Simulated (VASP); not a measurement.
```xyz
4
Lattice="3.9757 0.0000 0.0000 0.0000 3.9757 0.0000 0.0000 0.0000 3.5721" Properties=species:S:1:pos:R:3 pbc="T T T"
Zn     1.9878     0.0000     0.1572
Zn     0.0000     1.9878     3.4149
O      0.0000     0.0000     0.0000
O      1.9878     1.9878     0.0000
```

The numbers are results of r2SCAN meta-GGA, VASP's PBE PAW potentials (set 64) (plane waves; VASP), not measurements. Run with 520 eV cut-off, 6×6×7 Γ-centred mesh, tetrahedra with Blöchl corrections, potentials Zn O.

The cores are frozen, which limits the accuracy of field gradients.

### Question
Give the principal components of the electric field gradient (V/Å²) and the asymmetry η at each nucleus.

### Answer

```csv
atom,Vxx,Vyy,Vzz,η
Zn1,-88.8,-88.8,177.7,0.00
Zn2,-88.8,-88.8,177.7,0.00
O3,26.6,26.6,-53.2,0.00
O4,26.6,26.6,-53.2,0.00
```

The structure was generated: ZnO was put into the litharge type (P4/nmm), which need not be its known phase. It was relaxed first, which changed the volume by +33 %.
